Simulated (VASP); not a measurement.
All values below come from PBEsol GGA, VASP's PBE PAW potentials (set 64) (plane waves; VASP).

A VASP calculation is set up with these files.

### KPOINTS
```
Automatic mesh
0
Gamma
12 12 8
0 0 0
```

### POSCAR
```
TiAl
1
    2.7975382944     0.0000000000     0.0000000000
    0.0000000000     2.7975382944     0.0000000000
    0.0000000000     0.0000000000     4.0239800413
Ti Al
1 1
Direct
  0.0000000000   0.0000000000   0.0000000000
  0.5000000000   0.5000000000   0.5000000000
```

INCAR:
```
SYSTEM = TiAl
PREC = Accurate
ENCUT = 530
EDIFF = 1E-7
NELM = 100
ALGO = Normal
LREAL = .FALSE.
LASPH = .TRUE.
ISMEAR = 1
SIGMA = 0.1
GGA = PS
LMAXMIX = 4
LWAVE = .FALSE.
LCHARG = .FALSE.
IBRION = 6
ISIF = 3
NFREE = 2
POTIM = 0.015
NSW = 1
```

POTCAR, in this order: Ti_sv Al (PBE.64 set). Program: vasp_std.

The resulting files:

File OUTCAR:
```
 ion  position               nearest neighbor table
   1  0.000  0.000  0.000-   2 2.82   2 2.82   2 2.82   2 2.82   2 2.82   2 2.82   2 2.82   2 2.82
  LATTYP: Found a simple tetragonal cell.
 ALAT       =     2.7975382944
 C/A-ratio  =     1.4384003427
 Subroutine PRICEL returns:
 Original cell was already a primitive cell.
 Subroutine GETGRP returns: Found 16 space group operations
The static configuration has the point symmetry D_4h.
The dynamic configuration has the point symmetry D_4h.
 Subroutine INISYM returns: Found 16 space group operations
 Subroutine IBZKPT returns following result:
 Found    140 irreducible k-points:

 Following reciprocal coordinates:
            Coordinates               Weight
  0.000000  0.000000  0.000000      1.000000
  0.083333  0.000000  0.000000      4.000000
  0.166667  0.000000  0.000000      4.000000
  0.250000  0.000000  0.000000      4.000000
  0.333333  0.000000  0.000000      4.000000
  0.416667  0.000000  0.000000      4.000000
  0.500000  0.000000  0.000000      2.000000
  0.083333  0.083333  0.000000      4.000000
  0.166667  0.083333  0.000000      8.000000
...
```

File OSZICAR:
```
...
DAV:   2    -0.132612557118E+02    0.16280E-01   -0.33318E-02  8626   0.249E+00    0.491E-01
DAV:   3    -0.132501135767E+02    0.11142E-01   -0.85227E-03 10355   0.168E+00    0.860E-02
DAV:   4    -0.132494711879E+02    0.64239E-03   -0.11249E-03  8361   0.461E-01    0.431E-02
DAV:   5    -0.132488355834E+02    0.63560E-03   -0.14372E-04 11199   0.239E-01    0.924E-03
DAV:   6    -0.132487924148E+02    0.43169E-04   -0.23455E-05  8601   0.754E-02    0.296E-03
DAV:   7    -0.132487874116E+02    0.50032E-05   -0.10872E-06  9217   0.114E-02    0.396E-04
DAV:   8    -0.132487879194E+02   -0.50779E-06   -0.25554E-08  4691   0.256E-03    0.184E-04
DAV:   9    -0.132487877835E+02    0.13590E-06   -0.67131E-09  4177   0.101E-03    0.485E-05
DAV:  10    -0.132487877232E+02    0.60262E-07   -0.20850E-09  4051   0.619E-04
  12 F= -.13248788E+02 E0= -.13248995E+02  d E =0.621425E-03
       N       E                     dE             d eps       ncg     rms          rms(c)
DAV:   1    -0.132897419089E+02   -0.40954E-01   -0.13037E+00  8462   0.176E+01    0.144E+00
DAV:   2    -0.132599119891E+02    0.29830E-01   -0.73237E-02  8606   0.360E+00    0.717E-01
DAV:   3    -0.132488199983E+02    0.11092E-01   -0.15902E-02 10258   0.209E+00    0.714E-02
DAV:   4    -0.132488498015E+02   -0.29803E-04   -0.18375E-03  8290   0.538E-01    0.409E-02
DAV:   5    -0.132487907319E+02    0.59070E-04   -0.84713E-05 11464   0.204E-01    0.171E-02
DAV:   6    -0.132487880240E+02    0.27078E-05   -0.16337E-05  8615   0.474E-02    0.375E-03
DAV:   7    -0.132487877671E+02    0.25694E-06   -0.90599E-07  8999   0.129E-02    0.922E-04
DAV:   8    -0.132487877286E+02    0.38538E-07   -0.60743E-08  5097   0.438E-03
  13 F= -.13248788E+02 E0= -.13248995E+02  d E =0.621488E-03
       N       E                     dE             d eps       ncg     rms          rms(c)
DAV:   1    -0.132431160987E+02    0.56717E-02   -0.12919E+00  6611   0.294E+01    0.579E-01
DAV:   2    -0.132511866744E+02   -0.80706E-02   -0.13175E-01  5598   0.438E+00    0.343E-01
DAV:   3    -0.132500284522E+02    0.11582E-02   -0.46242E-03  7940   0.110E+00    0.947E-02
DAV:   4    -0.132508611942E+02   -0.83274E-03   -0.90465E-04  7392   0.452E-01    0.120E-02
DAV:   5    -0.132509106710E+02   -0.49477E-04   -0.86965E-05  6154   0.103E-01    0.790E-03
DAV:   6    -0.132509506924E+02   -0.40021E-04   -0.27385E-06  6784   0.196E-02    0.116E-03
DAV:   7    -0.132509541354E+02   -0.34430E-05   -0.16402E-07  5528   0.593E-03    0.470E-04
DAV:   8    -0.132509562695E+02   -0.21341E-05   -0.18376E-08  3177   0.235E-03    0.101E-04
DAV:   9    -0.132509564252E+02   -0.15573E-06   -0.52271E-09  2917   0.112E-03    0.274E-05
DAV:  10    -0.132509565037E+02   -0.78507E-07   -0.12144E-09  2845   0.495E-04
  14 F= -.13250957E+02 E0= -.13251164E+02  d E =0.623748E-03
       N       E                     dE             d eps       ncg     rms          rms(c)
DAV:   1    -0.132339595234E+02    0.16997E-01   -0.27467E+00  7469   0.475E+01    0.317E-01
DAV:   2    -0.132507737287E+02   -0.16814E-01   -0.18237E-01  5393   0.513E+00    0.145E-01
DAV:   3    -0.132509733446E+02   -0.19962E-03   -0.28236E-03  6604   0.577E-01    0.787E-02
DAV:   4    -0.132509562579E+02    0.17087E-04   -0.13383E-04  6262   0.151E-01    0.456E-03
DAV:   5    -0.132509565297E+02   -0.27185E-06   -0.42139E-06  7017   0.237E-02    0.253E-03
DAV:   6    -0.132509565240E+02    0.57603E-08   -0.13196E-07  5053   0.414E-03
  15 F= -.13250957E+02 E0= -.13251164E+02  d E =0.623688E-03
       N       E                     dE             d eps       ncg     rms          rms(c)
DAV:   1    -0.132376779510E+02    0.13279E-01   -0.17636E+00  4071   0.386E+01    0.207E-01
DAV:   2    -0.132508401387E+02   -0.13162E-01   -0.13643E-01  3086   0.440E+00    0.106E-01
DAV:   3    -0.132508032479E+02    0.36891E-04   -0.17209E-03  3856   0.542E-01    0.595E-02
DAV:   4    -0.132507746114E+02    0.28636E-04   -0.15197E-04  3863   0.187E-01    0.187E-02
DAV:   5    -0.132507704975E+02    0.41139E-05   -0.30898E-05  4133   0.871E-02    0.374E-03
DAV:   6    -0.132507706229E+02   -0.12537E-06   -0.31543E-06  4518   0.260E-02    0.113E-03
DAV:   7    -0.132507705990E+02    0.23916E-07   -0.40064E-07  3809   0.943E-03
  16 F= -.13250771E+02 E0= -.13250975E+02  d E =0.612178E-03
       N       E                     dE             d eps       ncg     rms          rms(c)
DAV:   1    -0.132270890759E+02    0.23682E-01   -0.34795E+00  4058   0.536E+01    0.305E-01
DAV:   2    -0.132509613332E+02   -0.23872E-01   -0.24923E-01  3086   0.578E+00    0.141E-01
DAV:   3    -0.132507914503E+02    0.16988E-03   -0.32476E-03  3747   0.730E-01    0.736E-02
DAV:   4    -0.132507725299E+02    0.18920E-04   -0.27861E-04  3783   0.197E-01    0.265E-02
DAV:   5    -0.132507704010E+02    0.21289E-05   -0.39591E-05  3675   0.873E-02    0.320E-03
DAV:   6    -0.132507705752E+02   -0.17421E-06   -0.21250E-06  3455   0.198E-02    0.133E-03
DAV:   7    -0.132507705789E+02   -0.36953E-08   -0.14599E-07  2926   0.405E-03
  17 F= -.13250771E+02 E0= -.13250975E+02  d E =0.611925E-03
       N       E                     dE             d eps       ncg     rms          rms(c)
DAV:   1    -0.132447277226E+02    0.60429E-02   -0.88220E-01  7133   0.270E+01    0.107E-01
DAV:   2    -0.132510484859E+02   -0.63208E-02   -0.64905E-02  5393   0.298E+00    0.638E-02
DAV:   3    -0.132509689048E+02    0.79581E-04   -0.86415E-04  6810   0.320E-01    0.132E-02
DAV:   4    -0.132509568614E+02    0.12043E-04   -0.51431E-05  6157   0.695E-02    0.510E-03
DAV:   5    -0.132509547157E+02    0.21457E-05   -0.52616E-06  6742   0.207E-02    0.280E-03
DAV:   6    -0.132509540297E+02    0.68602E-06   -0.30496E-06  5975   0.148E-02    0.632E-04
DAV:   7    -0.132509541077E+02   -0.78028E-07   -0.37123E-07  5926   0.763E-03
  18 F= -.13250954E+02 E0= -.13251162E+02  d E =0.623804E-03
       N       E                     dE             d eps       ncg     rms          rms(c)
DAV:   1    -0.132509554704E+02   -0.14407E-05   -0.59072E-02  5438   0.150E+00    0.578E-02
DAV:   2    -0.132509670151E+02   -0.11545E-04   -0.66803E-04  6665   0.240E-01    0.347E-02
DAV:   3    -0.132509536206E+02    0.13394E-04   -0.46231E-05  5923   0.652E-02    0.923E-03
DAV:   4    -0.132509541766E+02   -0.55593E-06   -0.32884E-06  6349   0.242E-02    0.296E-03
DAV:   5    -0.132509541437E+02    0.32878E-07   -0.30096E-07  5890   0.810E-03
  19 F= -.13250954E+02 E0= -.13251162E+02  d E =0.623785E-03
       N       E                     dE             d eps       ncg     rms          rms(c)
DAV:   1    -0.132510822165E+02   -0.12804E-03   -0.53188E-02  3092   0.143E+00    0.761E-02
DAV:   2    -0.132508009548E+02    0.28126E-03   -0.17013E-03  3681   0.378E-01    0.314E-02
DAV:   3    -0.132507715191E+02    0.29436E-04   -0.15561E-04  3286   0.956E-02    0.125E-02
DAV:   4    -0.132507701304E+02    0.13887E-05   -0.13190E-05  3880   0.625E-02    0.298E-03
DAV:   5    -0.132507700153E+02    0.11503E-06   -0.10420E-06  3806   0.152E-02    0.128E-03
DAV:   6    -0.132507699916E+02    0.23677E-07   -0.10081E-07  1937   0.691E-03
  20 F= -.13250770E+02 E0= -.13250974E+02  d E =0.612029E-03
       N       E                     dE             d eps       ncg     rms          rms(c)
DAV:   1    -0.132520876957E+02   -0.13177E-02   -0.13637E-01  3185   0.223E+00    0.143E-01
DAV:   2    -0.132508757787E+02    0.12119E-02   -0.54459E-03  3534   0.685E-01    0.547E-02
DAV:   3    -0.132507688292E+02    0.10695E-03   -0.61270E-04  3289   0.181E-01    0.203E-02
DAV:   4    -0.132507702442E+02   -0.14150E-05   -0.38792E-05  3773   0.116E-01    0.699E-03
DAV:   5    -0.132507700351E+02    0.20905E-06   -0.33077E-06  3592   0.256E-02    0.303E-03
DAV:   6    -0.132507699954E+02    0.39705E-07   -0.39801E-07  3443   0.108E-02
  21 F= -.13250770E+02 E0= -.13250974E+02  d E =0.612031E-03
```

File OUTCAR:
```
------------------------ aborting loop because EDIFF is reached ----------------------------------------
  FORCE on cell =-STRESS in cart. coord.  units (eV):
  Direction    XX          YY          ZZ          XY          YZ          ZX
  --------------------------------------------------------------------------------------
  Total        0.0535435      0.0535435      0.0587052      0.0000000      0.0000000      0.0000000
  in kB        2.7240134      2.7240134      2.9866159      0.0000000      0.0000000      0.0000000
  external PRESSURE =       2.8115476 kB  Pullay stress =       0.0000000 kB
  volume of cell :       31.49
      direct lattice vectors                 reciprocal lattice vectors
     2.797538294  0.000000000  0.000000000     0.357457127  0.000000000  0.000000000
     0.000000000  2.797538294  0.000000000     0.000000000  0.357457127  0.000000000
     0.000000000  0.000000000  4.023980041     0.000000000  0.000000000  0.248510179
 POSITION                                       TOTAL-FORCE (eV/Angst)
 -----------------------------------------------------------------------------------
      0.00000      0.00000      0.00000         0.000000      0.000000     -0.096466
      1.39877      1.39877      1.99699        -0.000000      0.000000      0.096466
 -----------------------------------------------------------------------------------
    total drift:                                0.000011     -0.000000     -0.000099
  FREE ENERGIE OF THE ION-ELECTRON SYSTEM (eV)
  ---------------------------------------------------
  free  energy   TOTEN  =       -13.2507699954 eV

  energy  without entropy=      -13.2513820264  energy(sigma->0) =      -13.25097401

   1 f  =    9.536063 THz    59.916848 2PiTHz  318.088810 cm-1    39.437968 meV
             X         Y         Z           dx          dy          dz
      0.000000  0.000000  0.000000     0.000000    0.000000   -0.600077
      1.398769  1.398769  2.011990     0.000000    0.000000    0.799942

   2 f  =    8.222431 THz    51.663055 2PiTHz  274.270760 cm-1    34.005225 meV
             X         Y         Z           dx          dy          dz
      0.000000  0.000000  0.000000    -0.600133    0.000000    0.000000
      1.398769  1.398769  2.011990     0.799900    0.000000    0.000000

   3 f  =    8.222431 THz    51.663055 2PiTHz  274.270760 cm-1    34.005225 meV
             X         Y         Z           dx          dy          dz
      0.000000  0.000000  0.000000     0.000000    0.600133    0.000000
      1.398769  1.398769  2.011990     0.000000   -0.799900    0.000000

   4 f/i=    0.002185 THz     0.013729 2PiTHz    0.072886 cm-1     0.009037 meV
             X         Y         Z           dx          dy          dz
      0.000000  0.000000  0.000000     0.799900    0.000000    0.000000
      1.398769  1.398769  2.011990     0.600133    0.000000    0.000000

   5 f/i=    0.002185 THz     0.013729 2PiTHz    0.072886 cm-1     0.009037 meV
             X         Y         Z           dx          dy          dz
      0.000000  0.000000  0.000000     0.000000   -0.799900    0.000000
      1.398769  1.398769  2.011990     0.000000   -0.600133    0.000000

   6 f/i=    0.003201 THz     0.020111 2PiTHz    0.106764 cm-1     0.013237 meV
             X         Y         Z           dx          dy          dz
      0.000000  0.000000  0.000000     0.000000    0.000000    0.799942
      1.398769  1.398769  2.011990     0.000000    0.000000    0.600077

 ELASTIC MODULI CONTR FROM IONIC RELAXATION (kBar)
 Direction    XX          YY          ZZ          XY          YZ          ZX
 --------------------------------------------------------------------------------
 XX           0.0000      0.0000      0.0000      0.0000      0.0000      0.0000
 YY           0.0000      0.0000      0.0000      0.0000      0.0000      0.0000
 ZZ           0.0000      0.0000      0.0000      0.0000      0.0000      0.0000
 XY           0.0000      0.0000      0.0000      0.0000      0.0000      0.0000
 YZ           0.0000      0.0000      0.0000      0.0000      0.0000      0.0000
 ZX           0.0000      0.0000      0.0000      0.0000      0.0000      0.0000
 --------------------------------------------------------------------------------

 TOTAL ELASTIC MODULI (kBar)
 Direction    XX          YY          ZZ          XY          YZ          ZX
 --------------------------------------------------------------------------------
 XX        2113.8315    649.6751    895.7952      0.0000      0.0000     -0.0000
 YY         649.6751   2113.8315    895.7952      0.0000      0.0000      0.0000
 ZZ         895.7952    895.7952   1822.8969      0.0000      0.0000      0.0000
 XY           0.0000      0.0000      0.0000    431.9092      0.0000      0.0000
 YZ           0.0000      0.0000      0.0000      0.0000   1222.4516      0.0000
 ZX          -0.0000      0.0000      0.0000      0.0000      0.0000   1222.4515
 --------------------------------------------------------------------------------
```
(Selected blocks of OUTCAR.)

Finite-difference elastic constants of metals are sensitive to mesh and smearing; shear constants can be off by tens of GPa.

The compound is TiAl in the L1_0 structure. It was relaxed first. The electron count is odd and the run is not spin-polarised, which forces a metal.
